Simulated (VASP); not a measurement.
Here is a VASP 6.6.1 calculation.

INCAR

```
SYSTEM = ZrOs
PREC = Accurate ; ENCUT = 600
EDIFF = 1E-6 ; ISMEAR = -1
SIGMA = 0.15 ; LREAL = .False.
LASPH = .True. ; NELM = 100
ALGO = Fast ; ISIF = 3
LWAVE = .False. ; LCHARG = .False.
GGA = CA ; IBRION = 2
NSW = 80 ; EDIFFG = -0.001
```

KPOINTS

```
regular mesh
0
Gamma
  14 14 14
  0 0 0
```

POSCAR

```
ZrOs
1.0
    3.2266863382      0.0000000000      0.0000000000
    0.0000000000      3.2266863382      0.0000000000
    0.0000000000      0.0000000000      3.2266863382
Zr Os
1 1
Direct
    0.5000000000      0.5000000000      0.5000000000
    0.0000000000      0.0000000000      0.0000000000
```

Potentials or basis: VASP PAW LDA potentials, release 64 (Zr_sv, Os).

Launch:

```sh
$ cat potpaw_LDA.64/Zr_sv/POTCAR potpaw_LDA.64/Os/POTCAR > POTCAR
$ mpirun -np 1 vasp_std > vasp.out
```

Task: What does it give for the relaxed volume?

Result: 16.82 Å³/atom.

Task: What does it give for the relaxed cell?

Result: a = 3.228 Å, b = 3.228 Å, c = 3.228 Å, α = 90.00°, β = 90.00°, γ = 90.00°.

Task: Predict the band gap on the k mesh.

Result: None (metal or under the smearing width).

Final structure:
```
Zr Os
1.0
     3.22836    0.00000    0.00000
     0.00000    3.22836    0.00000
     0.00000    0.00000    3.22836
Zr Os
1 1
Cartesian
  1.6142 1.6142 1.6142
  0.0000 0.0000 0.0000
```

The run has no spin-orbit coupling, so splittings on Os are missing.
